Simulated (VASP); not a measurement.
HPbNO4:

```
CELL_PARAMETERS angstrom
0.00000 3.76811 3.76811
3.76811 0.00000 3.76811
3.76811 3.76811 0.00000
ATOMIC_POSITIONS crystal
H 0.75000 0.75000 0.75000
Pb 0.50000 0.50000 0.50000
N 0.25000 0.25000 0.25000
O 0.62879 0.11363 0.62879
O 0.11363 0.62879 0.62879
O 0.62879 0.62879 0.62879
O 0.62879 0.62879 0.11363
```

The cell was built by a generator and needn't be a form met in nature.

```yaml
Program: VASP 6.6.1
Task: relaxation of cell and atoms
Functional: PBE
Potentials_or_basis: VASP PAW PBE potentials, release 64 (H, Pb_d, N, O)
Cutoff: 520 eV
k_mesh: 4 × 4 × 4
Occupations: gaussian, width 0.15 eV
Spin: no spin polarisation
```

At the start: pressure 51.5 GPa; volume 15.29 Å³/atom.

Q: Where does the relaxation end?

A: Over 10 steps the energy falls by 1305.9 meV/atom and the volume is 18.73 Å³/atom (+22.5 %); space group F-43m (No. 216, to 0.05 Å).

The path:
| step | energy change (eV) | largest force (eV/Å) | pressure (GPa) | volume (Å³) |
| --- | --- | --- | --- | --- |
| 1 | 0.0000 | 16.1293 | 51.50 | 107.00 |
| 2 | 59.7464 | 20.4387 | 8.09 | 202.56 |
| 3 | 39.1138 | 7.4464 | -3.38 | 156.50 |
| 4 | -8.0217 | 2.8979 | -1.08 | 142.69 |
| 5 | -8.7245 | 1.9770 | 0.51 | 135.54 |
| 6 | -8.7566 | 1.5329 | 7.00 | 120.71 |
| 7 | -9.0357 | 0.8006 | 0.89 | 129.37 |
| 8 | -9.1031 | 0.2714 | 2.22 | 126.86 |
| 9 | -9.1037 | 0.3860 | 2.06 | 127.29 |
| 10 | -9.1416 | 0.0499 | 0.37 | 131.11 |

Final structure:
```
CELL_PARAMETERS angstrom
0.00000 4.03218 4.03218
4.03218 0.00000 4.03218
4.03218 4.03218 0.00000
ATOMIC_POSITIONS crystal
H 0.75000 0.75000 0.75000
Pb 0.50000 0.50000 0.50000
N 0.25000 0.25000 0.25000
O 0.64970 0.05089 0.64970
O 0.05089 0.64970 0.64970
O 0.64970 0.64970 0.64970
O 0.64970 0.64970 0.05089
```

Caveat: the k mesh is coarse (spacing up to 0.36 Å⁻¹), so the values aren't converged; the volume moved by over 15 % at a fixed basis, so the end points are rough.
